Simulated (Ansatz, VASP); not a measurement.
## Cross-check of BAs between VASP and Ansatz

One calculation is typed for both programs; each brings its own data sets. How far apart do they land? The cell is taken from a series of runs on this material, whose earlier steps may have relaxed, scaled, displaced or heated it; both programs get it as it stands.

Program: Ansatz 0.2.0. Level of theory: plane waves, with VASP 6.6.1 beside it; zone-centre phonons at r2SCAN. Results are calculated unless marked as measured.

## (1) Set-up

Symmetry: F-43m, No. 216, cubic system. Conventional cell: a = 4.760 Å, b = 4.760 Å, c = 4.760 Å, α = 90.00°, β = 90.00°, γ = 90.00°. Nearest to B lie 4 As at 2.06 Å. As has 4 B at 2.06 Å nearest. Farther neighbours are not listed.

## (2) VASP: zone-centre phonons, r2SCAN, pair 1

Second derivatives magnify differences that forces hide, and they need a tight electronic threshold.

Lines of VASP's logs that name or quote its potential files are left out, and so is its time.

File INCAR:

```
SYSTEM = BAs
PREC = Accurate
ENCUT = 550
EDIFF = 1E-08
NELM = 120
ISMEAR = 0
SIGMA = 0.01
LREAL = .FALSE.
ALGO = Normal
METAGGA = R2SCAN
LASPH = .TRUE.
NBANDS = 10
LORBIT = 11
LWAVE = .FALSE.
LCHARG = .FALSE.
ISIF = 2
IBRION = 6
NFREE = 2
POTIM = 0.015
NSW = 1
GGA_COMPAT = .FALSE.
EFERMI = MIDGAP
LMIXTAU = .TRUE.
KPAR = 2
```

File POSCAR:

```
BAs
1.0
    0.0000000000      2.3799210369      2.3799210369
    2.3799210369      0.0000000000      2.3799210369
    2.3799210369      2.3799210369      0.0000000000
B As
1 1
Direct
    0.0000000000      0.0000000000      0.0000000000
    0.2500000000      0.2500000000      0.2500000000
```

File KPOINTS:

```
Automatic mesh
0
Gamma
10 10 10
0 0 0
```

Potentials, in the order of the species: B and As (PBE family, release 64).

Started as:

```bash
$ mpirun -np 2 vasp_std
```

Numbers of over 12 decimals in the logs are rounded to 6 here.

The program printed:

```text
[banner, memory and clock lines left out]
running    2 mpi-ranks, on    1 nodes
 distrk:  each k-point on    1 cores,    2 groups
 distr:  one band on    1 cores,    1 groups

 POSCAR found type information on POSCAR B As
 POSCAR found :  2 types and       2 ions
|                                                                             |
|               ----> ADVICE to this user running VASP <----                  |
|                                                                             |
|     You enforced a specific xc type in the INCAR file but a different       |
|     [... a line on the potential file left out ...]
|     I HOPE YOU KNOW WHAT YOU ARE DOING!                                     |
|                                                                             |

 LDA part: xc-table for (None), standard interpolation
 POSCAR, INCAR and KPOINTS ok, starting setup
 FFT: planning ... GRIDC
 FFT: planning ... GRID_SOFT
 FFT: planning ... GRID
 WAVECAR not read
 entering main loop
       N       E                     dE             d eps       ncg     rms          rms(c)
DAV:   1     0.223785801506E+01    0.22379E+01   -0.39911E+03   940   0.761E+02
DAV:   2    -0.231376854811E+02   -0.25376E+02   -0.23720E+02  1282   0.111E+02
DAV:   3    -0.238591523028E+02   -0.72147E+00   -0.71992E+00  1110   0.188E+01
DAV:   4    -0.238611311884E+02   -0.19789E-02   -0.19788E-02  1160   0.105E+00
DAV:   5    -0.238611341558E+02   -0.29675E-05   -0.29674E-05  1094   0.411E-02    0.507E+00
DAV:   6    -0.221988740999E+02    0.16623E+01   -0.99319E-01   982   0.596E+00    0.292E+00
DAV:   7    -0.220314116353E+02    0.16746E+00   -0.39218E-01   956   0.358E+00    0.817E-01
DAV:   8    -0.220507411153E+02   -0.19329E-01   -0.21567E-01   942   0.350E+00    0.408E-01
DAV:   9    -0.222067128070E+02   -0.15597E+00   -0.19167E-02  1054   0.107E+00    0.207E-01
DAV:  10    -0.222127128898E+02   -0.60001E-02   -0.37247E-04  1054   0.158E-01    0.199E-01
DAV:  11    -0.222314923782E+02   -0.18779E-01   -0.92687E-04   990   0.289E-01    0.138E-01
DAV:  12    -0.222531114629E+02   -0.21619E-01   -0.97393E-03   964   0.874E-01    0.652E-02
DAV:  13    -0.222530992679E+02    0.12195E-04   -0.11542E-04  1076   0.987E-02    0.457E-02
DAV:  14    -0.222531104918E+02   -0.11224E-04   -0.67077E-06  1070   0.252E-02    0.254E-02
DAV:  15    -0.222531492154E+02   -0.38724E-04   -0.18998E-05   988   0.411E-02    0.272E-03
DAV:  16    -0.222531573358E+02   -0.81204E-05   -0.33759E-06  1060   0.165E-02    0.384E-03
DAV:  17    -0.222531572594E+02    0.76351E-07   -0.12264E-06  1004   0.104E-02    0.834E-04
DAV:  18    -0.222531580417E+02   -0.78223E-06   -0.12369E-07  1066   0.261E-03    0.612E-04
DAV:  19    -0.222531579386E+02    0.10307E-06   -0.10111E-08   714   0.764E-04    0.306E-04
DAV:  20    -0.222531580253E+02   -0.86725E-07   -0.11221E-09   554   0.287E-04    0.153E-04
DAV:  21    -0.222531579904E+02    0.34901E-07   -0.38487E-10   540   0.181E-04    0.209E-05
DAV:  22    -0.222531580006E+02   -0.10177E-07   -0.56169E-11   530   0.770E-05    0.337E-06
DAV:  23    -0.222531579947E+02    0.58500E-08   -0.14891E-11   524   0.358E-05
   1 F= -.22253158E+02 E0= -.22253158E+02  d E =0.000000E+00
[...]
2 F= -.22251179E+02 E0= -.22251179E+02  d E =0.000000E+00
[...]
3 F= -.22251179E+02 E0= -.22251179E+02  d E =0.000000E+00
[...]
4 F= -.22251179E+02 E0= -.22251179E+02  d E =0.000000E+00
 Finite differences progress:
  Degree of freedom:   2/  2
  Displacement:        1/  2
  Total:               3/  4
 bond charge predicted
       N       E                     dE             d eps       ncg     rms          rms(c)
DAV:   1    -0.222493669736E+02    0.18125E-02   -0.27095E-01  3542   0.291E+00    0.148E-01
DAV:   2    -0.222510982109E+02   -0.17312E-02   -0.64107E-03  3902   0.626E-01    0.892E-02
DAV:   3    -0.222509798091E+02    0.11840E-03   -0.18906E-04  3780   0.130E-01    0.137E-02
DAV:   4    -0.222511525149E+02   -0.17271E-03   -0.16063E-04  3746   0.974E-02    0.497E-03
DAV:   5    -0.222511786398E+02   -0.26125E-04   -0.15131E-05  3722   0.322E-02    0.203E-03
DAV:   6    -0.222511782290E+02    0.41082E-06   -0.20290E-06  3722   0.125E-02    0.986E-04
DAV:   7    -0.222511794415E+02   -0.12125E-05   -0.12517E-06  3702   0.873E-03    0.490E-04
DAV:   8    -0.222511794351E+02    0.63760E-08   -0.23336E-08  4030   0.136E-03
   5 F= -.22251179E+02 E0= -.22251179E+02  d E =0.000000E+00
 Finite differences progress:
  Degree of freedom:   2/  2
  Displacement:        2/  2
  Total:               4/  4
```

Parts of OUTCAR (step 2):

```text
ion  position               nearest neighbor table
   1  0.000  0.000  0.000-   2 2.06   2 2.06   2 2.06   2 2.06
   2  0.250  0.250  0.250-   1 2.06   1 2.06   1 2.06   1 2.06

  LATTYP: Found a face centered cubic cell.
 ALAT       =     4.7598420738

 Subroutine GETGRP returns: Found 24 space group operations
 (whereof 24 operations were pure point group operations)

The static configuration has the point symmetry T_d .

 Found     47 irreducible k-points:

   k-points           NKPTS =     47   k-points in BZ     NKDIM =     47   number of bands    NBANDS=     10

   dimension x,y,z NGX =    28 NGY =   28 NGZ =   28
   dimension x,y,z NGXF=    56 NGYF=   56 NGZF=   56

   ENCUT  =  550.0 eV  40.42 Ry    6.36 a.u.   6.44  6.44  6.44*2*pi/ulx,y,z

   NELECT =       8.0000    total number of electrons

 k-points in reciprocal lattice and weights: Automatic mesh
   0.00000000  0.00000000  0.00000000       0.001
   0.10000000  0.00000000  0.00000000       0.008
   0.20000000  0.00000000  0.00000000       0.008
   0.30000000  0.00000000  0.00000000       0.008
   0.40000000  0.00000000  0.00000000       0.008
   0.50000000  0.00000000  0.00000000       0.004
   0.10000000  0.10000000  0.00000000       0.006
   0.20000000  0.10000000  0.00000000       0.024
   0.30000000  0.10000000  0.00000000       0.024
[...]
-0.30000000  0.40000000  0.20000000       0.024
  -0.30000000  0.50000000  0.20000000       0.012

 average (electrostatic) potential at core
       1 -28.0203       2 -53.2112

 E-fermi :   6.8798

 k-point     1 :       0.0000    0.0000    0.0000
  band No.  band energies     occupation
      1     -10.1167      2.00000
      2       6.0318      2.00000
      3       6.1462      2.00000
      4       6.2582      2.00000
      5       9.5167      0.00000
      6       9.6015      0.00000
      7       9.6892      0.00000
      8      11.4422      0.00000
      9      16.5828      0.00000
    ...

 k-point     2 :       0.1000    0.0000    0.0000
  band No.  band energies     occupation
      1      -9.9423      2.00000
      2       4.6163      2.00000
      3       5.7825      2.00000
      4       5.9161      2.00000
      5       9.8789      0.00000
      6       9.9592      0.00000
      7      10.0792      0.00000
      8      12.2964      0.00000
      9      17.2438      0.00000
    ...

 k-point     3 :       0.2000    0.0000    0.0000
  band No.  band energies     occupation
      1      -9.4275      2.00000
      2       2.1287      2.00000
      3       5.1591      2.00000
      4       5.2805      2.00000
      5       9.7183      0.00000
      6      10.7404      0.00000
      7      10.8683      0.00000
      8      14.0006      0.00000
      9      17.8338      0.00000
    ...

  Total        0.4160115      0.4196374      0.4196374      0.0000000      0.1113240      0.0000000
  in kB       24.7228372     24.9383154     24.9383154      0.0000000      6.6157917      0.0000000
  external PRESSURE =      24.8664893 kB  Pullay stress =       0.0000000 kB

  energy-cutoff  :      550.00
  volume of cell :       26.96
      direct lattice vectors                 reciprocal lattice vectors
     0.000000000  2.379921037  2.379921037    -0.210091004  0.210091004  0.210091004
     2.379921037  0.000000000  2.379921037     0.210091004 -0.210091004  0.210091004
     2.379921037  2.379921037  0.000000000     0.210091004  0.210091004 -0.210091004

 POSITION                                       TOTAL-FORCE (eV/Angst)
 -----------------------------------------------------------------------------------
      0.00000      0.00000      0.00000        -0.263818      0.000000      0.000000
      1.17496      1.18996      1.18996         0.263818      0.000000      0.000000
 -----------------------------------------------------------------------------------
    total drift:                                0.000239     -0.000000     -0.000000

  FREE ENERGIE OF THE ION-ELECTRON SYSTEM (eV)
  ---------------------------------------------------
  free  energy   TOTEN  =       -22.2511794351 eV

  energy  without entropy=      -22.2511794351  energy(sigma->0) =      -22.25117944

 Eigenvectors and eigenvalues of the dynamical matrix
 ----------------------------------------------------

   1 f  =   21.330442 THz   134.023120 2PiTHz  711.506962 cm-1    88.215581 meV
             X         Y         Z           dx          dy          dz
      0.000000  0.000000  0.000000     0.934831    0.000000    0.000000
      1.189961  1.189961  1.189961    -0.355092    0.000000    0.000000

   2 f  =   21.330442 THz   134.023120 2PiTHz  711.506962 cm-1    88.215581 meV
             X         Y         Z           dx          dy          dz
      0.000000  0.000000  0.000000    -0.000000   -0.934831    0.000000
      1.189961  1.189961  1.189961    -0.000000    0.355092    0.000000

   3 f  =   21.330442 THz   134.023120 2PiTHz  711.506962 cm-1    88.215581 meV
             X         Y         Z           dx          dy          dz
      0.000000  0.000000  0.000000    -0.000000    0.000000    0.934831
      1.189961  1.189961  1.189961    -0.000000    0.000000   -0.355092

   4 f/i=    0.000327 THz     0.002057 2PiTHz    0.010919 cm-1     0.001354 meV
             X         Y         Z           dx          dy          dz
      0.000000  0.000000  0.000000     0.343644    0.040524   -0.079730
      1.189961  1.189961  1.189961     0.904693    0.106685   -0.209902

   5 f/i=    0.000327 THz     0.002057 2PiTHz    0.010919 cm-1     0.001354 meV
             X         Y         Z           dx          dy          dz
      0.000000  0.000000  0.000000     0.055329    0.152384    0.315925
      1.189961  1.189961  1.189961     0.145662    0.401173    0.831716

   6 f/i=    0.000327 THz     0.002057 2PiTHz    0.010919 cm-1     0.001354 meV
             X         Y         Z           dx          dy          dz
      0.000000  0.000000  0.000000    -0.070269    0.318163   -0.141157
      1.189961  1.189961  1.189961    -0.184994    0.837608   -0.371616

 ELASTIC MODULI CONTR FROM IONIC RELAXATION (kBar)
 Direction    XX          YY          ZZ          XY          YZ          ZX
 --------------------------------------------------------------------------------
 XX          -0.0000     -0.0000     -0.0000     -0.0000     -0.0000     -0.0000
 YY          -0.0000     -0.0000      0.0000     -0.0000     -0.0000      0.0000
 ZZ          -0.0000      0.0000     -0.0000      0.0000     -0.0000     -0.0000
 XY          -0.0000     -0.0000      0.0000   -185.9154      0.0000      0.0000
 YZ          -0.0000     -0.0000     -0.0000      0.0000   -185.9154      0.0000
 ZX          -0.0000      0.0000     -0.0000      0.0000      0.0000   -185.9154
 --------------------------------------------------------------------------------

 total charge
# of ion       s       p       d       tot
------------------------------------------
    1        0.671   1.178   0.000   1.849
    2        1.172   1.705   0.094   2.971
--------------------------------------------------
tot          1.843   2.883   0.094   4.820

[... 3 further parts left out ...]
```

CONTCAR:

```
BAs
   1.00000000000000
     0.0000000000000000    2.3799210368999999    2.3799210368999999
     2.3799210368999999    0.0000000000000000    2.3799210368999999
     2.3799210368999999    2.3799210368999999    0.0000000000000000
  B               As
     1     1
Direct
     0.0000000000000000    0.0000000000000000    0.0000000000000000
     0.2531513650594766    0.2468486349405234    0.2468486349405234
```

Levels, forces or a CONTCAR printed for this step are those of its last displaced cell, not of the structure at rest.

## (3) Ansatz: zone-centre phonons, r2SCAN, pair 1

Ansatz runs on its default PAW (the set named soft_2) files.

The same cell, functional and mesh now go to Ansatz, which takes its cutoff from its data sets.

File input.yaml:

```yaml
crystal:
  lattice:
    - [0.0, 2.3799210369, 2.3799210369]
    - [2.3799210369, 0.0, 2.3799210369]
    - [2.3799210369, 2.3799210369, 0.0]
  atoms:
    - { symbol: B, position: [0.0, 0.0, 0.0] }
    - { symbol: As, position: [0.25, 0.25, 0.25] }
kpoints:
  mp_grid: { grid: [10, 10, 10] }
hamiltonian:
  xc: r2scan
scf:
  occupations: { method: fixed }
output:
  eigenvalues: true
phonons:
  method: dfpt
```

Started as:

```bash
$ ansatz run input.yaml --threads 4 --pin off --max-ram 15360MiB --backend cpu --events-out ev --progress --plain --runs-dir out
```

The program printed:

```text
Engine: ansatz 0.2.0, x86_64-unknown-linux-gnu
Pseudopotentials: kind: paw
Pseudopotential: B, paw, valence charge 3, recommended cutoff 500 eV (meta_gga), B.paw.azcp
Pseudopotential: As, paw, valence charge 15, recommended cutoff 500 eV (meta_gga), As.paw.azcp
Functional definition: r2SCAN
  parameter k0 = 0.174
  parameter k1 = 0.065
  parameter a1 = 4.9479
  exchange = r2scan_x(k0 = k0, k1 = k1, a1 = a1)
  correlation = r2scan_c
Crystal: 2 atoms, lattice volume = 26.960 Å³
Basis set: ecut = 500 eV, 701 PW (Γ), exchange–correlation on 125×125×125 points (125 copies of the dense FFT grid, shifted against one another)
Bands: 13, of which v1, the nominal top of the filled ones, is band 9 counted from 1 (8 counted from 0)
Symmetry: 24 space group operations
k-points: 171 of 1000 (irreducible under 4 space group operations, time reversal used)
Non-local potential: B, projectors of the file, l = 0: 2, l = 1: 2, l = 2: 1
Non-local potential: As, projectors of the file, l = 0: 2, l = 1: 2, l = 2: 3, l = 3: 1
PAW form: soft (Blöchl's): semilocal exchange-correlation on the pseudo side does not see the compensation charge
PAW frozen core: B, regenerated for the run's functional (the file was generated under x = pbe(κ = 0.804, μ = 0.219515), c = pbe(β = 0.066725))
PAW frozen core: As, regenerated for the run's functional (the file was generated under x = pbe(κ = 0.804, μ = 0.219515), c = pbe(β = 0.066725))
PAW one-centre angular grid: B, 302 points (default); XC on 160 Gauss nodes
PAW one-centre angular grid: As, 590 points (default); XC on 160 Gauss nodes
Initial density: superposition of atomic densities (neutral atoms: chi_scale 0, normalization atom), corrected by the library's trained network
Initial wavefunctions: pseudopotential atomic-orbital guess
Functional: x = r2scan, c = r2scan; τ floored in thin density (d = 2e-4 eV/Å³)
SCF iter   1: F=—  HF=-5021.313665 eV  |F-HF|=—  |Δ(HF+E_count)|=         —  Δρ=5.90e-3  dr2=1.03e-2  dr2_τ=9.85e-2  ethr=1.77e-3  ⟨swp⟩=4.2  Hψ=11059  notcnv=0  defer=226
preconditioner: auto → none  [insulator: Δε(μ)=1.326 eV  Ē_g=13.283 eV  n_scr=8 (ndim 8)  ℏωp=20.2 eV  f_vac=0.000  ε∞_Penn≈3.3]
SCF iter   2: F=—  HF=-5021.338777 eV  |F-HF|=—  |Δ(HF+E_count)|=   2.51e-2  Δρ=2.43e-3  dr2=8.40e-4  dr2_τ=1.13e-4  ethr=5.71e-5  ⟨swp⟩=2.2  Hψ=5511  notcnv=0  defer=329
SCF iter   3: F=—  HF=-5021.338869 eV  |F-HF|=—  |Δ(HF+E_count)|=   9.23e-5  Δρ=1.31e-3  dr2=2.08e-4  dr2_τ=3.28e-6  ethr=4.67e-6  ⟨swp⟩=3.0  Hψ=4113  notcnv=0  defer=329
SCF iter   4: F=—  HF=-5021.338932 eV  |F-HF|=—  |Δ(HF+E_count)|=   6.33e-5  Δρ=1.50e-4  dr2=2.83e-6  dr2_τ=1.19e-7  ethr=1.15e-6  ⟨swp⟩=2.0  Hψ=2493  notcnv=0  defer=316
SCF iter   5: F=—  HF=-5021.338933 eV  |F-HF|=—  |Δ(HF+E_count)|=   6.03e-7  Δρ=2.06e-5  dr2=4.77e-8  dr2_τ=1.72e-9  ethr=1.57e-8  ⟨swp⟩=2.3  Hψ=2769  notcnv=0  defer=48
SCF iter   6: F=—  HF=-5021.338933 eV  |F-HF|=—  |Δ(HF+E_count)|=   2.10e-8  Δρ=6.79e-6  dr2=9.76e-9  dr2_τ=3.38e-10  ethr=2.65e-10  ⟨swp⟩=2.2  Hψ=3714  notcnv=0  defer=6
SCF iter   7: F=—  HF=-5021.338933 eV  |F-HF|=—  |Δ(HF+E_count)|=   1.68e-9  Δρ=9.69e-7  dr2=2.58e-10  dr2_τ=8.39e-12  ethr=5.42e-11  ⟨swp⟩=2.0  Hψ=2800  notcnv=0  defer=6
SCF iter   8: F=-5021.338933 eV  HF=-5021.338933 eV  |F-HF|=3.64e-12  |Δ(HF+E_count)|=  8.09e-11  Δρ=1.88e-7  dr2=1.02e-11  dr2_τ=4.35e-13  ethr=1.00e-12  ⟨swp⟩=6.5  Hψ=10560  notcnv=0
SCF 1 converged in 8 iterations: F = -5021.338933 eV  dr2 = 1.02e-11
  greatest PAW one-centre occupation: 0.999 electrons in one spin orbital (limit 2), on the As atom at site 1 (counted from 0), in its partial waves of l = 2
DFPT response loops at Γ: preconditioner auto → none (the input reference at scf.mixing.eps_inf says where Resta's filter doesn't serve); β = 0.50; Broyden in place of MSR1
SCF converged after 8 iterations
Free energy (F): -5021.338933 eV
Harris-Foulkes:  -5021.338933 eV  (|F-HF|=3.64e-12)
Internal energy: -5021.338933 eV  (E = F + TS)
E sigma→0 (E₀):  -5021.338933 eV
Fermi energy:    11.212762 eV
--- Per-component energies (eV) ---
  E_band       = -220.048807
  E_kinetic    = 152.092462
  E_local      = -1684.871711  (includes V_loc(G=0)·N_el)
  E_nonlocal   = -657.597133
  E_hartree    = 937.536740
  E_xc         = -105.858121
  E_vxc        = -125.909481  (∫ρ·V_xc dr)
  E_paw        = -1929.169371  (= ΣΔE_a)
  E_vpaw       = 214.904938  (= ΣTr[D̂ρ^β])
  E_aug_tail   = -0.000007  (compensation charges beyond the density's cutoff)
  E_vtau       = 6.258684  (kinetic-family band-sum trace: ∫τ·v_τ [+ j·A + Jᵃ·Aᵃ] dr)
  E_ewald      = -1731.995943
  E_core_change = -1.475850  (= ΣΔE_core)
  E_smearing   = -0.000000  (= −TS)
  E_closure    = 0.000000  (closes the sum)
  Σ components = -5021.338933   (vs F -5021.338933, Δ=0.00e0)
--- Band table (eV; the first three rows and the last of 171) ---
  k-point 0: bands = [... 5 lower, -5.0549, 11.2128, 11.2128, 11.2128, 14.6669, 14.6669, 14.6669, 16.4757]
  k-point 1: bands = [... 5 lower, -4.8805, 9.7327, 10.8863, 10.8863, 14.9233, 15.0976, 15.0976, 17.3368]
  k-point 2: bands = [... 5 lower, -4.3656, 7.2290, 10.2675, 10.2675, 14.7620, 15.8724, 15.8724, 19.0583]
  k-point 170: bands = [... 5 lower, -0.6157, 2.6543, 5.1849, 6.4371, 16.3724, 17.3597, 18.6733, 19.7843]
--- Phonons (Γ-DFPT): 2 representative perturbations + reference, on 171 of 1000 k-points (Σ response iterations 11) ---
  k mesh reduced under 4 symmetry operations, with k and −k counted as one. Each operation leaves every solved perturbation unchanged. A smaller set is not considered because the functional reads the kinetic-energy density
  ASR residual: 7.333e-5 → 0.000e0 eV/Å²; symmetrization residual: 2.116e-6 eV/Å²
  ASR residual per site (eV/Å²): 7.33e-5 3.51e-5
  Γ frequencies (cm⁻¹): 0.00 0.00 0.00 707.75 707.75 707.75
  non-analytic LO–TO correction: not included (Born effective charges unavailable; polar crystals: no LO–TO splitting at Γ)
```

In the SCF lines HF is the Harris–Foulkes energy and dr2 the Hartree energy of the density residual, in eV; the loop may stop once dr2 is under the threshold and the program's other checks hold. Hψ counts applications of the Hamiltonian.

## (4) Differences

Known differences besides the potentials themselves: VASP keeps PBE cores, Ansatz makes them for the functional; fixed occupations in Ansatz, narrow Gaussian smearing in VASP; the data sets hold 18 valence electrons in Ansatz (on its default PAW (the set named soft_2) files) and 8 in VASP; the cutoff is 500 eV in Ansatz and 550 eV in VASP; VASP uses finite displacements, Ansatz perturbation theory. Total energies have different zeros and are not compared.

Compared:

| quantity | Ansatz | VASP | difference |
| --- | --- | --- | --- |
| optical mode 1 to 3 (cm⁻¹) | 707.8 | 711.5 | -0.53 % |

Modes are paired by rising frequency, not by their patterns, so a pair may set unlike modes beside each other; they are those without the splitting of longitudinal modes.

[end of part 1 of 2]

[Lines on the potential files, build, host, timing and source positions are cut from VASP's logs without a mark.]

[Logs are printed without paths, hosts, clocks, repeated set-up lines and the standing remarks that a program may print on its own settings, such as how far it seeks lower states.]

[Hosts, paths, dates, database ids (printed as entryN), source tags and the programs' standing remarks are cut or masked in the printed files.]
